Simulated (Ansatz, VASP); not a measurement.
# SrTiO3 in two plane-wave programs, part 2 of 2

One calculation is typed for both programs; each brings its own data sets and cutoff. How far apart do they land?

VASP 6.6.1 and Ansatz 0.2.0.

So far: Starting point; Ansatz: dielectric response, PBEsol.

## (3) VASP: dielectric response, PBEsol

Level of this step: PBEsol, no spin polarisation; plane waves and PAW (Sr_sv, Ti_sv, O) (VASP).

The same cell, functional and mesh now go to VASP, with its own data sets and cutoff.

Lines of VASP's logs that name or quote its potential files are left out, and so is its time.

Contents of INCAR:

```
SYSTEM = SrTiO3
PREC = Accurate
ENCUT = 520
EDIFF = 1E-08
NELM = 120
ISMEAR = 0
SIGMA = 0.02
LREAL = .FALSE.
ALGO = Normal
GGA = PS
NBANDS = 26
LASPH = .TRUE.
LWAVE = .FALSE.
LCHARG = .FALSE.
KPAR = 12
LEPSILON = .TRUE.
```

Contents of POSCAR:

```
SrTiO3
1.0
    3.9050000000      0.0000000000      0.0000000000
    0.0000000000      3.9050000000      0.0000000000
    0.0000000000      0.0000000000      3.9050000000
Sr Ti O
1 1 3
Direct
    0.0000000000      0.0000000000      0.0000000000
    0.5000000000      0.5000000000      0.5000000000
    0.0000000000      0.5000000000      0.5000000000
    0.5000000000      0.0000000000      0.5000000000
    0.5000000000      0.5000000000      0.0000000000
```

Contents of KPOINTS:

```
Automatic mesh
0
Gamma
9 9 9
0 0 0
```

Potentials, in the order of the species: Sr_sv, Ti_sv and O (PBE family, release 64).

Started as:

```console
$ mpirun -np 12 vasp_std
```

Numbers of over 12 decimals in the logs are rounded to 6 here.

The program printed:

```text
[banner, memory and clock lines left out]
running   12 mpi-ranks, on    1 nodes
 distrk:  each k-point on    1 cores,   12 groups
 distr:  one band on    1 cores,    1 groups

 POSCAR found type information on POSCAR SrTiO
 POSCAR found :  3 types and       5 ions
|                                                                             |
|           W    W    AA    RRRRR   N    N  II  N    N   GGGG   !!!           |
|           W    W   A  A   R    R  NN   N  II  NN   N  G    G  !!!           |
|           W    W  A    A  R    R  N N  N  II  N N  N  G       !!!           |
|           W WW W  AAAAAA  RRRRR   N  N N  II  N  N N  G  GGG   !            |
|           WW  WW  A    A  R   R   N   NN  II  N   NN  G    G                |
|           W    W  A    A  R    R  N    N  II  N    N   GGGG   !!!           |
|                                                                             |
|     For optimal performance we recommend to set                             |
|       NCORE = 2 up to number-of-cores-per-socket                            |
|     NCORE specifies how many cores store one orbital (NPAR=cpu/NCORE).      |
|     This setting can greatly improve the performance of VASP for DFT.       |
|     The default, NCORE=1 might be grossly inefficient on modern             |
|     multi-core architectures or massively parallel machines. Do your        |
|     Unfortunately you need to use the default for GW and RPA                |
|     calculations (for HF NCORE is supported but not extensively tested      |
|     yet).                                                                   |
|                                                                             |

|                                                                             |
|               ----> ADVICE to this user running VASP <----                  |
|                                                                             |
|     You enforced a specific xc type in the INCAR file but a different       |
|     [... a line on the potential file left out ...]
|     I HOPE YOU KNOW WHAT YOU ARE DOING!                                     |
|                                                                             |

 LDA part: xc-table for (Slater+PW92), standard interpolation
 POSCAR, INCAR and KPOINTS ok, starting setup
 FFT: planning ... GRIDC
 FFT: planning ... GRID_SOFT
 FFT: planning ... GRID
 WAVECAR not read
 entering main loop
       N       E                     dE             d eps       ncg     rms          rms(c)
DAV:   1     0.439157659175E+03    0.43916E+03   -0.21676E+04  1820   0.171E+03
DAV:   2    -0.379597802115E+01   -0.44295E+03   -0.43007E+03  2076   0.466E+02
DAV:   3    -0.493986773735E+02   -0.45603E+02   -0.45327E+02  2532   0.143E+02
DAV:   4    -0.516002612726E+02   -0.22016E+01   -0.21984E+01  2672   0.274E+01
DAV:   5    -0.516560007092E+02   -0.55739E-01   -0.55715E-01  2524   0.367E+00    0.268E+01
DAV:   6    -0.420632361907E+02    0.95928E+01   -0.55855E+01  2704   0.682E+01    0.157E+01
DAV:   7    -0.421011755075E+02   -0.37939E-01   -0.78888E+00  2270   0.208E+01    0.111E+01
DAV:   8    -0.421157433332E+02   -0.14568E-01   -0.19314E+00  2292   0.143E+01    0.307E+00
DAV:   9    -0.420233189517E+02    0.92424E-01   -0.47016E-01  2350   0.689E+00    0.106E+00
DAV:  10    -0.420286028599E+02   -0.52839E-02   -0.16383E-01  2180   0.257E+00    0.101E+00
DAV:  11    -0.420154725565E+02    0.13130E-01   -0.53176E-02  2738   0.213E+00    0.176E-01
DAV:  12    -0.420153974295E+02    0.75127E-04   -0.28354E-03  2206   0.492E-01    0.959E-02
DAV:  13    -0.420153886873E+02    0.87422E-05   -0.53877E-04  2952   0.242E-01    0.583E-02
DAV:  14    -0.420153852960E+02    0.33912E-05   -0.23280E-04  2512   0.174E-01    0.277E-02
DAV:  15    -0.420153782579E+02    0.70381E-05   -0.61025E-05  2466   0.793E-02    0.169E-02
DAV:  16    -0.420153777211E+02    0.53680E-06   -0.84790E-06  2206   0.314E-02    0.445E-03
DAV:  17    -0.420153775886E+02    0.13255E-06   -0.99754E-07  2694   0.100E-02    0.187E-03
DAV:  18    -0.420153776242E+02   -0.35630E-07   -0.86436E-08  2166   0.257E-03    0.926E-04
DAV:  19    -0.420153776398E+02   -0.15602E-07   -0.10521E-08  1246   0.925E-04    0.295E-04
DAV:  20    -0.420153776426E+02   -0.28385E-08   -0.49748E-09  1144   0.531E-04
   1 F= -.42015378E+02 E0= -.42015378E+02  d E =-.121318E-67
 Linear response reoptimize wavefunctions to high precision
DAV:   1    -0.420153776412E+02    0.13806E-08   -0.30936E-09  1462   0.351E-04
DAV:   2    -0.420153776412E+02    0.15461E-10   -0.33615E-10  1144   0.124E-04
 Linear response G [H, r] |phi>, progress :
  Direction:   1
[...]
RMM:   4    -0.913769018870E+00   -0.24604E-01   -0.38518E-02  8138   0.113E+00    0.272E-01
RMM:   5    -0.924855534290E+00   -0.11087E-01   -0.19208E-02  9160   0.528E-01    0.726E-02
RMM:   6    -0.926336224946E+00   -0.14807E-02   -0.49636E-03  9643   0.269E-01    0.660E-02
RMM:   7    -0.927320888707E+00   -0.98466E-03   -0.30734E-03  9451   0.158E-01    0.615E-02
RMM:   8    -0.928897353637E+00   -0.15765E-02   -0.11778E-03  8916   0.119E-01    0.285E-02
RMM:   9    -0.928905375344E+00   -0.80217E-05   -0.54017E-04  9210   0.774E-02    0.365E-03
RMM:  10    -0.928904728827E+00    0.64652E-06   -0.38526E-04  9664   0.530E-02    0.669E-03
RMM:  11    -0.928963342331E+00   -0.58614E-04   -0.29131E-04  9636   0.377E-02    0.844E-03
RMM:  12    -0.929053688827E+00   -0.90346E-04   -0.15610E-04  9352   0.283E-02    0.476E-03
RMM:  13    -0.929148016923E+00   -0.94328E-04   -0.12307E-04  9090   0.222E-02    0.627E-04
RMM:  14    -0.929142418229E+00    0.55987E-05   -0.82239E-05  9612   0.165E-02    0.208E-03
RMM:  15    -0.929177429501E+00   -0.35011E-04   -0.66638E-05  9241   0.134E-02    0.358E-04
RMM:  16    -0.929193351397E+00   -0.15922E-04   -0.52188E-05  9645   0.105E-02    0.344E-04
RMM:  17    -0.929180944343E+00    0.12407E-04   -0.38653E-05  9375   0.865E-03    0.196E-03
[...]
RMM:  32    -0.929248264786E+00   -0.24394E-05   -0.62922E-06  7718   0.233E-03    0.178E-04
RMM:  33    -0.929249717440E+00   -0.14527E-05   -0.60093E-06  7902   0.227E-03    0.243E-04
RMM:  34    -0.929250347704E+00   -0.63026E-06   -0.54530E-06  7116   0.222E-03    0.251E-04
RMM:  35    -0.929250436332E+00   -0.88627E-07   -0.51002E-06  6903   0.217E-03    0.219E-04
RMM:  36    -0.929250556299E+00   -0.11997E-06   -0.51429E-06  6826   0.214E-03    0.190E-04
RMM:  37    -0.929250804990E+00   -0.24869E-06   -0.46886E-06  6758   0.211E-03    0.184E-04
RMM:  38    -0.929251074078E+00   -0.26909E-06   -0.45582E-06  6707   0.208E-03    0.175E-04
RMM:  39    -0.929251122482E+00   -0.48404E-07   -0.45879E-06  6623   0.206E-03    0.162E-04
 change of polarisation eV/A/(eV/A) component  1 :     1.766    -0.284    -0.280
 dielectric tensor                  component  1 :     6.368    -0.865    -0.851
 Linear response to external field, progress :
  Direction:   2
       N       E                     dE             d eps       ncg     rms          rms(c)
RMM:   1    -0.829665505681E+00   -0.82967E+00   -0.30952E+00  6935   0.927E+00
RMM:   2    -0.894152888733E+00   -0.64487E-01   -0.14635E-01  7975   0.196E+00    0.139E+00
RMM:   3    -0.889164911499E+00    0.49880E-02   -0.76951E-02  8049   0.136E+00    0.870E-01
RMM:   4    -0.913781428212E+00   -0.24617E-01   -0.39116E-02  8143   0.114E+00    0.272E-01
RMM:   5    -0.924878402689E+00   -0.11097E-01   -0.19359E-02  9143   0.530E-01    0.726E-02
RMM:   6    -0.926362460268E+00   -0.14841E-02   -0.50534E-03  9652   0.270E-01    0.659E-02
RMM:   7    -0.927366220759E+00   -0.10038E-02   -0.32146E-03  9433   0.158E-01    0.613E-02
RMM:   8    -0.929021918075E+00   -0.16557E-02   -0.11703E-03  8891   0.120E-01    0.316E-02
RMM:   9    -0.928925130813E+00    0.96787E-04   -0.57704E-04  9173   0.792E-02    0.397E-03
RMM:  10    -0.928950106245E+00   -0.24975E-04   -0.38248E-04  9671   0.536E-02    0.667E-03
RMM:  11    -0.929006996182E+00   -0.56890E-04   -0.25179E-04  9632   0.380E-02    0.895E-03
RMM:  12    -0.929098927943E+00   -0.91932E-04   -0.10669E-04  9378   0.280E-02    0.480E-03
RMM:  13    -0.929193844096E+00   -0.94916E-04   -0.93571E-05  9052   0.222E-02    0.588E-04
RMM:  14    -0.929192234320E+00    0.16098E-05   -0.47288E-05  9626   0.164E-02    0.162E-03
[...]
RMM:  21    -0.929258245195E+00   -0.92580E-05   -0.44972E-06  9058   0.444E-03    0.120E-03
RMM:  22    -0.929275653921E+00   -0.17409E-04   -0.28955E-06  8909   0.409E-03    0.856E-05
RMM:  23    -0.929272801017E+00    0.28529E-05   -0.24705E-06  8586   0.356E-03    0.407E-04
RMM:  24    -0.929274271677E+00   -0.14707E-05   -0.12034E-06  7650   0.325E-03    0.475E-04
RMM:  25    -0.929273842731E+00    0.42895E-06   -0.10443E-06  7515   0.302E-03    0.654E-04
RMM:  26    -0.929275891857E+00   -0.20491E-05   -0.31741E-07  7627   0.284E-03    0.596E-04
RMM:  27    -0.929276468649E+00   -0.57679E-06   -0.53990E-07  7544   0.269E-03    0.657E-04
RMM:  28    -0.929278163788E+00   -0.16951E-05   -0.38534E-07  8024   0.258E-03    0.591E-04
 change of polarisation eV/A/(eV/A) component  2 :    -0.284     1.766    -0.280
 dielectric tensor                  component  2 :    -0.864     6.368    -0.851
 Linear response to external field, progress :
  Direction:   3
       N       E                     dE             d eps       ncg     rms          rms(c)
RMM:   1    -0.829206688425E+00   -0.82921E+00   -0.30907E+00  6924   0.926E+00
RMM:   2    -0.894074436891E+00   -0.64868E-01   -0.14596E-01  7951   0.196E+00    0.139E+00
RMM:   3    -0.889166109529E+00    0.49083E-02   -0.77772E-02  8036   0.136E+00    0.871E-01
RMM:   4    -0.913799185887E+00   -0.24633E-01   -0.38430E-02  8108   0.113E+00    0.272E-01
RMM:   5    -0.924879901520E+00   -0.11081E-01   -0.19093E-02  9116   0.526E-01    0.722E-02
RMM:   6    -0.926366872885E+00   -0.14870E-02   -0.49466E-03  9607   0.268E-01    0.658E-02
RMM:   7    -0.927340889259E+00   -0.97402E-03   -0.30641E-03  9428   0.156E-01    0.612E-02
RMM:   8    -0.928896390759E+00   -0.15555E-02   -0.11697E-03  8893   0.118E-01    0.283E-02
RMM:   9    -0.928932755249E+00   -0.36364E-04   -0.54358E-04  9187   0.765E-02    0.330E-03
RMM:  10    -0.928926285833E+00    0.64694E-05   -0.38259E-04  9642   0.524E-02    0.666E-03
RMM:  11    -0.928986534917E+00   -0.60249E-04   -0.26055E-04  9644   0.373E-02    0.825E-03
RMM:  12    -0.929087915961E+00   -0.10138E-03   -0.13018E-04  9301   0.281E-02    0.390E-03
RMM:  13    -0.929159559064E+00   -0.71643E-04   -0.94266E-05  9165   0.220E-02    0.823E-04
RMM:  14    -0.929180503528E+00   -0.20944E-04   -0.70055E-05  9774   0.165E-02    0.997E-04
[...]
RMM:  27    -0.929258674466E+00   -0.62591E-05   -0.92394E-06  8785   0.276E-03    0.154E-04
RMM:  28    -0.929258651678E+00    0.22788E-07   -0.12601E-05  7447   0.258E-03    0.256E-04
RMM:  29    -0.929259023910E+00   -0.37223E-06   -0.86160E-06  7281   0.249E-03    0.306E-04
RMM:  30    -0.929259645162E+00   -0.62125E-06   -0.11127E-05  7226   0.241E-03    0.324E-04
RMM:  31    -0.929261228369E+00   -0.15832E-05   -0.76113E-06  7751   0.235E-03    0.234E-04
RMM:  32    -0.929261804144E+00   -0.57578E-06   -0.10743E-05  7184   0.228E-03    0.235E-04
RMM:  33    -0.929262626324E+00   -0.82218E-06   -0.69528E-06  7524   0.224E-03    0.207E-04
RMM:  34    -0.929262995781E+00   -0.36946E-06   -0.81340E-06  7009   0.219E-03    0.217E-04
 change of polarisation eV/A/(eV/A) component  3 :    -0.234    -0.331     1.766
 dielectric tensor                  component  3 :    -0.710    -1.005     6.368
 Born effective charges drift removed
```

Parts of OUTCAR (step 3):

```text
ion  position               nearest neighbor table
   1  0.000  0.000  0.000-   3 2.76   4 2.76   5 2.76   3 2.76   4 2.76   3 2.76   5 2.76   3 2.76
                             4 2.76   5 2.76   4 2.76   5 2.76   2 3.38   2 3.38   2 3.38   2 3.38
   2  0.500  0.500  0.500-   3 1.95   4 1.95   5 1.95   5 1.95   4 1.95   3 1.95   1 3.38   1 3.38
                             1 3.38   1 3.38   1 3.38   1 3.38   1 3.38   1 3.38
   3  0.000  0.500  0.500-   2 1.95   2 1.95   1 2.76   1 2.76   1 2.76   1 2.76
   4  0.500  0.000  0.500-   2 1.95   2 1.95   1 2.76   1 2.76   1 2.76   1 2.76
   5  0.500  0.500  0.000-   2 1.95   2 1.95   1 2.76   1 2.76   1 2.76   1 2.76

  LATTYP: Found a simple cubic cell.
 ALAT       =     3.9050000000

 Subroutine GETGRP returns: Found 48 space group operations
 (whereof 48 operations were pure point group operations)

The static configuration has the point symmetry O_h .

 Found     35 irreducible k-points:

   k-points           NKPTS =     35   k-points in BZ     NKDIM =     35   number of bands    NBANDS=     26

   dimension x,y,z NGX =    30 NGY =   30 NGZ =   30
   dimension x,y,z NGXF=    60 NGYF=   60 NGZF=   60

   ENCUT  =  520.0 eV  38.22 Ry    6.18 a.u.   7.26  7.26  7.26*2*pi/ulx,y,z

   NELECT =      40.0000    total number of electrons

 k-points in reciprocal lattice and weights: Automatic mesh
   0.00000000  0.00000000  0.00000000       0.001
   0.11111111  0.00000000  0.00000000       0.008
   0.22222222  0.00000000  0.00000000       0.008
   0.33333333  0.00000000  0.00000000       0.008
   0.44444444  0.00000000  0.00000000       0.008
   0.11111111  0.11111111  0.00000000       0.016
   0.22222222  0.11111111  0.00000000       0.033
   0.33333333  0.11111111  0.00000000       0.033
   0.44444444  0.11111111  0.00000000       0.033
[...]
0.44444444  0.44444444  0.33333333       0.033
   0.44444444  0.44444444  0.44444444       0.011

 average (electrostatic) potential at core
       1 -34.3265       2 -76.2673       3 -69.5091       4 -69.5091       5 -69.5091

  Total       -0.4743414     -0.4743414     -0.4743414     -0.0000000      0.0000000     -0.0000000
  in kB      -12.7625808    -12.7625808    -12.7625808     -0.0000000      0.0000000     -0.0000000
  external PRESSURE =     -12.7625808 kB  Pullay stress =       0.0000000 kB

  energy-cutoff  :      520.00
  volume of cell :       59.55
      direct lattice vectors                 reciprocal lattice vectors
     3.905000000  0.000000000  0.000000000     0.256081946  0.000000000  0.000000000
     0.000000000  3.905000000  0.000000000     0.000000000  0.256081946  0.000000000
     0.000000000  0.000000000  3.905000000     0.000000000  0.000000000  0.256081946

 POSITION                                       TOTAL-FORCE (eV/Angst)
 -----------------------------------------------------------------------------------
      0.00000      0.00000      0.00000         0.000000      0.000000      0.000000
      1.95250      1.95250      1.95250         0.000000      0.000000      0.000000
      0.00000      1.95250      1.95250         0.000000      0.000000      0.000000
      1.95250      0.00000      1.95250         0.000000      0.000000      0.000000
      1.95250      1.95250      0.00000         0.000000      0.000000      0.000000
 -----------------------------------------------------------------------------------
    total drift:                                0.000000      0.000000     -0.000000

 MACROSCOPIC STATIC DIELECTRIC TENSOR (including local field effects in DFT)
 ------------------------------------------------------
           6.367675     0.000000    -0.000000
           0.000000     6.367675     0.000000
           0.000000     0.000000     6.367675
 ------------------------------------------------------

 PIEZOELECTRIC TENSOR (including local field effects)  for field in x, y, z        (C/m^2)
          XX          YY          ZZ          XY          YZ          ZX
  --------------------------------------------------------------------------------
  x     0.00000     0.00000     0.00000     0.00000     0.00000     0.00000
  y     0.00000     0.00000     0.00000     0.00000     0.00000     0.00000
  z     0.00000     0.00000     0.00000     0.00000     0.00000     0.00000

 BORN EFFECTIVE CHARGES (including local field effects) (in |e|, cummulative output)
 ---------------------------------------------------------------------------------
 ion    1
    1     2.55135     0.00000     0.00000
    2    -0.00000     2.55135     0.00000
    3     0.00000    -0.00000     2.55135
 ion    2
    1     7.35375     0.00000     0.00000
    2     0.00000     7.35375     0.00000
    3     0.00000     0.00000     7.35375
 ion    3
    1    -5.82997    -0.00000     0.00000
    2     0.00000    -2.03756     0.00000
    3    -0.00000    -0.00000    -2.03756
 ion    4
    1    -2.03756    -0.00000     0.00000
    2    -0.00000    -5.82997     0.00000
    3    -0.00000    -0.00000    -2.03756
 ion    5
    1    -2.03756    -0.00000     0.00000
    2     0.00000    -2.03756    -0.00000
    3    -0.00000     0.00000    -5.82997
```

This run has no spin polarisation, so a moment on Ti, if there is one, isn't seen. The dielectric response converges more slowly with the mesh than energies do, so tensor and charges may still move on a finer one.

## (4) Side by side

Known differences besides the potentials themselves: VASP's response is taken on the typed mesh, Ansatz refines its own for the field response alone; the cutoff is 420 eV in Ansatz and 520 eV in VASP; Ansatz makes its cores anew for this functional, VASP keeps those of its PBE data sets. Total energies have different zeros and are not compared.

The two programs side by side:

```
                                     quantity  Ansatz   VASP  difference
                                        ε∞ xx    6.33   6.37     -0.65 %
                                        ε∞ yy    6.33   6.37     -0.65 %
                                        ε∞ zz    6.33   6.37     -0.65 %
Born charge of Sr1 (mean of the diagonal) (e)    2.55   2.55        0.00
Born charge of Ti2 (mean of the diagonal) (e)    7.31   7.35       -0.04
 Born charge of O3 (mean of the diagonal) (e)   -3.29  -3.30       +0.01
```

## (5) Summary of results

- difference in ε∞ xx (dielectric response, PBEsol): -0.65 %

In words: The difference in ε∞ xx is -0.65 % (dielectric response, PBEsol), within the 5 % picked in this series as the mark of a large difference. How closely two codes agree says nothing of how well the functional describes the real material.

[Lines on the potential files, build, host, timing and source positions are cut from VASP's logs without a mark.]

[Logs are printed without paths, hosts, clocks, repeated set-up lines and the standing remarks that a program may print on its own settings, such as how far it seeks lower states.]

[Hosts, paths, dates, database ids (printed as entryN), source tags and the programs' standing remarks are cut or masked in the printed files.]
